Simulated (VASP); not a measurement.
Given:

```
NbH
1.0
    1.85422    -2.40469     0.00000
    1.85422     2.40469     0.00000
    0.00000     0.00000     4.82729
Nb H
2 2
Cartesian
  1.85422  -1.20234   1.29777
  1.85422   1.20234   3.52952
  0.92711   0.00000   0.00000
  2.78133   0.00000   0.00000
```

Method: LDA (Ceperley-Alder, Perdew-Zunger), VASP's LDA PAW potentials (set 64) (plane waves; VASP). Run with 300 eV cut-off, 11×11×7 Γ-centred mesh, Gaussian smearing of 0.14 eV, potentials Nb_sv H.

At this cut-off the stress carries a Pulay error, which pulls relaxed volumes low. Energy and stress use the plane-wave basis of the starting cell.

Problem. The ions, cell shape and volume are relaxed. Predict the relaxed structure.

Solution. 
```
NbH
1.0
    1.77410    -2.35999     0.00000
    1.77410     2.35999     0.00000
    0.00000     0.00000     4.74353
Nb H
2 2
Direct
  0.75000   0.25000   0.26828
  0.25000   0.75000   0.73172
  0.25000   0.25000   0.00000
  0.75000   0.75000   0.00000
```
Space group Cmme (67), at a tolerance of 0.03 Å.

Problem. How do energy and volume change from the first to the last step?

Solution. The energy (σ→0) changes by -39.2 meV/atom and the volume by -7.7 %, in 10 ionic steps.

```json
[
 {"step": "1", "E(σ→0) (eV)": "-30.2464", "max force (eV/Å)": "0.039", "pressure (GPa)": "-14.22", "volume (Å³)": "43.05"},
 {"step": "2", "E(σ→0) (eV)": "-30.2797", "max force (eV/Å)": "0.121", "pressure (GPa)": "15.74", "volume (Å³)": "37.37"},
 {"step": "3", "E(σ→0) (eV)": "-30.3965", "max force (eV/Å)": "0.033", "pressure (GPa)": "-0.17", "volume (Å³)": "39.90"},
 {"step": "4", "E(σ→0) (eV)": "-30.3965", "max force (eV/Å)": "0.034", "pressure (GPa)": "0.18", "volume (Å³)": "39.84"},
 {"step": "5", "E(σ→0) (eV)": "-30.4003", "max force (eV/Å)": "0.031", "pressure (GPa)": "0.19", "volume (Å³)": "39.78"},
 {"step": "6", "E(σ→0) (eV)": "-30.4023", "max force (eV/Å)": "0.132", "pressure (GPa)": "0.23", "volume (Å³)": "39.69"},
 {"step": "7", "E(σ→0) (eV)": "-30.4029", "max force (eV/Å)": "0.034", "pressure (GPa)": "-0.26", "volume (Å³)": "39.77"},
 {"step": "8", "E(σ→0) (eV)": "-30.4030", "max force (eV/Å)": "0.010", "pressure (GPa)": "-0.15", "volume (Å³)": "39.75"},
 {"step": "9", "E(σ→0) (eV)": "-30.4030", "max force (eV/Å)": "0.010", "pressure (GPa)": "0.19", "volume (Å³)": "39.69"},
 {"step": "10", "E(σ→0) (eV)": "-30.4031", "max force (eV/Å)": "0.001", "pressure (GPa)": "0.02", "volume (Å³)": "39.72"}
]
```

The structure comes from a computed database's NbH entry (Cmme); how it stands against other phases isn't given here. This run relaxes it. Symmetry was kept, so distortions that lower it aren't found. The run is one of a series of settings (EDIFFG = -0.01, IBRION = 2, ISIF = 3, NSW = 50 against the base run), some of them coarse on purpose.
